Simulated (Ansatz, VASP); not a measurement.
# GaN: VASP beside Ansatz

One calculation is typed for both programs; each brings its own data sets. How far apart do they land? The cell is taken from a series of runs on this material, whose earlier steps may have relaxed, scaled, displaced or heated it; both programs get it as it stands.

Calculated with Ansatz 0.2.0; plane waves, with VASP 6.6.1 beside it; G0W0 gap at HSE06 form with 10 % exact exchange, screening 0.2078 1/A with an exact-exchange share of 0.1.

## 1. Set-up

It takes space group F-43m (No. 216, cubic). Conventional cell: a = 4.507 Å, b = 4.507 Å, c = 4.507 Å, α = 90.00°, β = 90.00°, γ = 90.00°. Nearest to Ga lie 4 N at 1.95 Å. N has 4 Ga at 1.95 Å nearest. Farther neighbours and most contacts between anions are not listed.

## 2. Ansatz: G0W0 gap, HSE06 form with 10 % exact exchange, screening 0.2078 1/A with an exact-exchange share of 0.1

Ansatz runs on its PAW soft_1 files.

Quasiparticle shifts depend on high empty states and on the cores, so they are the hardest test of two PAW sets.

File input.yaml:

```yaml
crystal:
  lattice:
    - [0.0, 2.2535006075, 2.2535006075]
    - [2.2535006075, 0.0, 2.2535006075]
    - [2.2535006075, 2.2535006075, 0.0]
  atoms:
    - { symbol: Ga, position: [0.0, 0.0, 0.0] }
    - { symbol: "N", position: [0.75, 0.75, 0.75] }
kpoints:
  mp_grid: { grid: [8, 8, 8] }
hamiltonian:
  xc:
    exchange: pbe
    correlation: pbe
    exx: { coeff: 0.1, omega: 0.2078 }
  pseudopotentials: { kind: paw, azcp: { folder: soft_1 } }
scf:
  occupations: { method: fixed }
gw:
  n_empty_bands: 95
  ecut_chi: 150.0
  qp_bands: [v2, c2]
  qp_kpoints: band_edges
  screening: { model: contour_deformation }
```

The run is started by

```sh
ansatz run input.yaml --threads 4 --pin off --max-ram 138240MiB --backend cuda --events-out ev --progress --plain --runs-dir out --devices 1 --max-vram 26GiB
```

Numbers of over 12 decimals in the logs are rounded to 6 here.

Log:

```text
GPUs: using 1 of 1 available (devices: 1).
Engine: ansatz 0.2.0, x86_64-unknown-linux-gnu
Pseudopotentials: kind: paw
Pseudopotential: Ga, paw, valence charge 13, recommended cutoff 420 eV (normal), soft_1/Ga.paw.azcp
Pseudopotential: N, paw, valence charge 5, recommended cutoff 420 eV (normal), soft_1/N.paw.azcp
Functional definition: unnamed
  parameter a_1 = 0.1
  parameter omega_1 = 0.2078/angstrom
  exchange = pbe_x + (-a_1)*pbe_x_sr(omega_1) + a_1*exact_x_sr(omega_1)
  correlation = pbe_c
davidson cushion auto → on  (no smearing: the cushion is to keep the highest requested band from converging to the state above it; pin scf.eigensolver.cushion to override)
device memory: the entry about to start is reckoned to put 0.4 GiB on a device that reports 61.8 GiB free (of which the cap on the GPU budget leaves the run 26.0 GiB)
GPU FFT provider: cuFFT
GPU libraries: cuBLAS 13.8.2, cuFFT 12.4.0, cuSOLVER 12.3.4
Crystal: 2 atoms, lattice volume = 22.888 Å³
Basis set: ecut = 420 eV, 459 PW (Γ)
Bands: 13, of which v1, the nominal top of the filled ones, is band 9 counted from 1 (8 counted from 0)
Symmetry: 24 space group operations
Space group: F-43m (ITA 216), of the structure as read, at distance tolerance 2.8e-5 Å
k-points: 29 of 512 (time reversal used)
Non-local potential: Ga, projectors of the file, l = 0: 2, l = 1: 2, l = 2: 3, l = 3: 1
Non-local potential: N, projectors of the file, l = 0: 2, l = 1: 2, l = 2: 1
PAW form: soft (Blöchl's): semilocal exchange-correlation on the pseudo side does not see the compensation charge
PAW frozen core: Ga, regenerated for the run's functional, and the local potential with it (the file was generated under x = pbe(κ = 0.804, μ = 0.219515), c = pbe(β = 0.066725))
PAW frozen core: N, regenerated for the run's functional, and the local potential with it (the file was generated under x = pbe(κ = 0.804, μ = 0.219515), c = pbe(β = 0.066725))
PAW one-centre angular grid: Ga, 590 points (default); XC on 64 Gauss nodes
PAW one-centre angular grid: N, 110 points (default); XC on 64 Gauss nodes
Initial density: superposition of atomic densities (chi_scale 0.1, normalization cell, long waves kept (reshape's long-wave potential 0.00 eV rms))
Initial wavefunctions: pseudopotential atomic-orbital guess
GPU buffer pool allocated for 13824 grid points (all kernels)
GPU transforms: local potential and band sums: pruned to the plane-wave sphere, on 24×24×24
Functional: x = pbe(κ = 0.804, μ = 0.219515), c = pbe(β = 0.066725), warm-up for x = pbe(κ = 0.804, μ = 0.219515) + 0.1 (exact − pbe) at short range (hse, ω = 0.2078 Å⁻¹), c = pbe(β = 0.066725)
SCF iter   1: F=—  HF=-4168.564888 eV  |F-HF|=—  |Δ(HF+E_count)|=         —  Δρ=1.12e-1  dr2=2.53e0  ethr=1.00e-1  ⟨swp⟩=4.7  Hψ=1179  notcnv=0
preconditioner: auto → none  [insulator: Δε(μ)=2.562 eV  Ē_g=19.113 eV  n_scr=8 (ndim 8)  ℏωp=32.9 eV  f_vac=0.000]
SCF iter   2: F=—  HF=-4168.032528 eV  |F-HF|=—  |Δ(HF+E_count)|=   5.32e-1  Δρ=6.19e-2  dr2=5.38e-1  ethr=1.40e-2  ⟨swp⟩=3.0  Hψ=1023  notcnv=0
iter 3 solved again at ethr=2.56e-4 eV; its pass at ethr=2.99e-3 eV (dr2=4.60e-2 eV) is discarded
SCF iter   3: F=—  HF=-4167.908635 eV  |F-HF|=—  |Δ(HF+E_count)|=   1.24e-1  Δρ=2.07e-2  dr2=4.65e-2  ethr=2.56e-4  ⟨swp⟩=2.5  Hψ=1826  notcnv=0
SCF iter   4: F=—  HF=-4167.906394 eV  |F-HF|=—  |Δ(HF+E_count)|=   2.24e-3  Δρ=6.73e-3  dr2=4.72e-3  ethr=2.56e-4  ⟨swp⟩=2.1  Hψ=873  notcnv=0
SCF iter   5: F=-4167.904215 eV  HF=-4167.904234 eV  |F-HF|=1.96e-5  |Δ(HF+E_count)|=   2.16e-3  Δρ=9.54e-4  dr2=8.83e-5  ethr=2.62e-5  ⟨swp⟩=3.0  Hψ=1091  notcnv=0
SCF 1 stopped early in 5 iterations: F = -4167.904215 eV  dr2 = 8.83e-5
  greatest PAW one-centre occupation: 0.995 electrons in one spin orbital (limit 2), on the Ga atom at site 0 (counted from 0), in its partial waves of l = 2
device memory: the entry about to start is reckoned to put 1.1 GiB on a device that reports 61.0 GiB free (of which the cap on the GPU budget leaves the run 26.0 GiB)
GPU FFT provider: cuFFT
GPU libraries: cuBLAS 13.8.2, cuFFT 12.4.0, cuSOLVER 12.3.4
Initial density: handed on by an earlier stage of this run
Initial wavefunctions: those handed on with the density
GPU buffer pool allocated for 13824 grid points (all kernels)
GPU transforms: local potential and band sums: pruned to the plane-wave sphere, on 24×24×24
Functional: x = pbe(κ = 0.804, μ = 0.219515) + 0.1 (exact − pbe) at short range (hse, ω = 0.2078 Å⁻¹), c = pbe(β = 0.066725)
[...]
device memory: the entry about to start is reckoned to put 0.6 GiB on a device that reports 56.4 GiB free (of which the cap on the GPU budget leaves the run 26.0 GiB)
NSCF: frozen V_eff on 29 k-points
Exchange-term sweep: 0 of 29 (spin, k) points
Exchange-term sweep: 2 of 29 (spin, k) points
Exchange-term sweep: 3 of 29 (spin, k) points
Exchange-term sweep: 5 of 29 (spin, k) points
Exchange-term sweep: 6 of 29 (spin, k) points
Exchange-term sweep: 8 of 29 (spin, k) points
Exchange-term sweep: 9 of 29 (spin, k) points
Exchange-term sweep: 11 of 29 (spin, k) points
Exchange-term sweep: 12 of 29 (spin, k) points
Exchange-term sweep: 14 of 29 (spin, k) points
Exchange-term sweep: 15 of 29 (spin, k) points
Exchange-term sweep: 16 of 29 (spin, k) points
Exchange-term sweep: 18 of 29 (spin, k) points
Exchange-term sweep: 19 of 29 (spin, k) points
Exchange-term sweep: 21 of 29 (spin, k) points
Exchange-term sweep: 22 of 29 (spin, k) points
Exchange-term sweep: 24 of 29 (spin, k) points
Exchange-term sweep: 25 of 29 (spin, k) points
Exchange-term sweep: 27 of 29 (spin, k) points
Exchange-term sweep: 28 of 29 (spin, k) points
Exchange-term sweep: 29 of 29 (spin, k) points
G₀W₀ screening: q 1/29
[... further progress lines ...]
hybrid SCF converged: 2 outer / 7 inner (+5 warm-up), last move |dexx| = 3.97e-9 eV, tail = 1.03e-8 eV
Stability not checked: this state was not tested for a lower state beside it, because the functional holds exact exchange (a hybrid, or Hartree-Fock), whose exchange loop this test does not read (fock_operator; see scf.lower_state_search)
Free energy (F): -4168.076434 eV
Frozen-core exchange: fock
Harris-Foulkes:  -4168.076434 eV  (|F-HF|=7.06e-10)
Internal energy: -4168.076434 eV  (E = F + TS)
E sigma→0 (E₀):  -4168.076434 eV
Fermi energy:    9.313537 eV
--- Per-component energies (eV) ---
  E_band       = -22.127317
  E_kinetic    = 240.503514
  E_local      = -1415.545685  (includes V_loc(G=0)·N_el)
  E_nonlocal   = -54.763563
  E_hartree    = 897.080389
  E_xc         = -112.747497
  E_vxc        = -120.373990  (∫ρ·V_xc dr)
  E_exx        = -24.716924  (= α·E_x^exact, valence–valence)
  E_paw        = -2110.495987  (= ΣΔE_a)
  E_vpaw       = -416.676162  (= ΣTr[D̂ρ^β])
  E_aug_tail   = 0.000810  (compensation charges beyond the density's cutoff)
  E_ewald      = -1587.434954
  E_core_change = 0.043463  (= ΣΔE_core)
  E_smearing   = -0.000000  (= −TS)
  E_closure    = -0.000000  (closes the sum)
  Σ components = -4168.076434   (vs F -4168.076434, Δ=9.09e-13)
--- Band table (eV; the first three rows and the last of 29) ---
  k-point 0: bands = [... 5 lower, -4.7323, 9.3135, 9.3135, 9.3135, 11.5096, 20.2673]
  k-point 1: bands = [... 5 lower, -4.7339, 7.7726, 9.1468, 9.1468, 12.6616, 19.5543]
  k-point 2: bands = [... 5 lower, -4.6088, 5.3439, 8.7768, 8.7768, 13.9143, 18.7384]
  k-point 28: bands = [... 5 lower, -2.5489, 3.4776, 5.4887, 5.5877, 16.0452, 18.4566]
  guard bands above this table: 2 of the run's 13 bands. The solve was not asked for them (output.publish_guard_bands: true or output.eigenvalues: true publishes all)
--- G₀W₀: contour deformation, 6 samples at zero and on the imaginary axis and 4 off it, 512 q-points, 95 empty bands' worth ---
  eigenvalues of the whole cell's RPA ε∞ on this k-mesh (on a slab, of 1 + 4πα/V) = 5.2416, 5.2416, 5.2416; static W/v taken at q = 0 is 0.190783
  bands read: the sum over 104 bands ends inside a degenerate multiplet in 3 slots, whose members it reads at an even weight; the widest, k=0: bands 103 to 105 (counted from 1) at 2/3 each
  gw.qp_kpoints: band_edges: 14 of 29 stored k-points solved, in 1 pass; an edge of the gap read off the rows below is read off those points alone
    valence top: of the k-points left out ik 10 came nearest to being solved in a further pass, in band 9 (counted from 1, as in the quasiparticle table): it holds the edge there only if its correction is more favourable than any solved in that band by at least 0.586 eV; those differ by 0.230 eV
    conduction bottom: of the k-points left out ik 18 came nearest to being solved in a further pass, in band 10 (counted from 1, as in the quasiparticle table): it holds the edge there only if its correction is more favourable than any solved in that band by at least 2.068 eV; those differ by 0.514 eV
    ik  band        ε_KS         Σx   Σc(E_QP)       V_xc       Z   E_QP_lin       E_QP  E_QP is
     0     8      9.3135   -23.7344     2.8455   -20.4513  0.7831     8.8740     8.8759  root
     0     9      9.3135   -23.7344     2.8455   -20.4513  0.7831     8.8740     8.8759  root
     0    10     11.5096   -11.3397    -3.6134   -15.4050  0.8174    11.9630    11.9615  root
     0    11     20.2673    -7.7823    -5.1906   -13.5093  0.8107    20.8075    20.8037  root
     1     8      9.1468   -23.5693     2.8865   -20.2288  0.7827     8.6906     8.6927  root
     1     9      9.1468   -23.5693     2.8865   -20.2288  0.7827     8.6906     8.6927  root
     1    10     12.6616   -11.8833    -3.6369   -16.0200  0.8092    13.1633    13.1614  root
     1    11     19.5543    -7.9898    -5.1708   -13.7061  0.8081    20.1036    20.0998  root
     2     8      8.7768   -23.2143     2.9717   -19.7580  0.7814     8.2896     8.2921  root
     2     9      8.7768   -23.2143     2.9717   -19.7580  0.7814     8.2896     8.2921  root
     2    10     13.9143   -10.7214    -4.2249   -15.5011  0.8093    14.4719    14.4690  root
     2    11     18.7384    -8.5775    -5.2378   -14.3899  0.7942    19.3179    19.3130  root
     3     8      8.4441   -22.8932     3.0401   -19.3462  0.7802     7.9345     7.9373  root
     3     9      8.4441   -22.8932     3.0401   -19.3462  0.7802     7.9345     7.9373  root
     3    10     14.4340   -10.0433    -4.4146   -15.0013  0.8179    14.9802    14.9774  root
     3    11     18.6290    -8.8346    -5.4925   -14.8990  0.7723    19.2044    19.2008  root
     4     8      8.3155   -22.7655     3.0650   -19.1860  0.7797     7.7979     7.8010  root
     4     9      8.3155   -22.7655     3.0650   -19.1860  0.7797     7.7979     7.8010  root
     4    10     14.5134    -9.9350    -4.4182   -14.8885  0.8219    15.0513    15.0487  root
     4    11     18.7083    -8.7803    -5.6238   -14.9537  0.7617    19.2622    19.2578  root
     5     8      8.8217   -23.2624     2.9462   -19.8297  0.7820     8.3327     8.3352  root
     5     9      8.8217   -23.2624     2.9462   -19.8297  0.7820     8.3327     8.3352  root
     5    10     13.0326   -12.0499    -3.6626   -16.2318  0.8058    13.5541    13.5520  root
     5    11     19.0452    -7.9646    -5.0499   -13.5492  0.8170    19.5834    19.5799  root
[...]
27     8      6.0211   -20.2480     3.3369   -16.2601  0.7682     5.3631     5.3701  root
    27     9      6.0307   -21.2424     3.5191   -17.0573  0.7663     5.3574     5.3646  root
    27    10     14.3514    -9.0294    -4.0349   -13.3497  0.8219    14.6374    14.6366  root
    27    11     17.4354   -10.2659    -4.9593   -15.9359  0.8061    18.1523    18.1461  root
    28     8      5.4887   -21.5542     3.7403   -17.0954  0.7606     4.7602     4.7703  root
    28     9      5.5877   -19.5633     3.3541   -15.5411  0.7644     4.9111     4.9196  root
    28    10     16.0452    -9.5692    -4.3704   -14.3486  0.8043    16.4561    16.4542  root
    28    11     18.4566   -11.4421    -5.6246   -17.9887  0.7757    19.3931    19.3786  root
```

Reading the cycles: dr2 is the Hartree energy of the density residual (eV), the measure of convergence; HF is the Harris–Foulkes estimate of the energy, which meets the free energy F at convergence.

(Continued in part 2 of 2.)

[Lines on the potential files, build, host, timing and source positions are cut from VASP's logs without a mark.]

[Logs are printed without paths, hosts, clocks, repeated set-up lines and the standing remarks that a program may print on its own settings, such as how far it seeks lower states.]

[Hosts, paths, dates, database ids (printed as entryN), source tags and the programs' standing remarks are cut or masked in the printed files.]
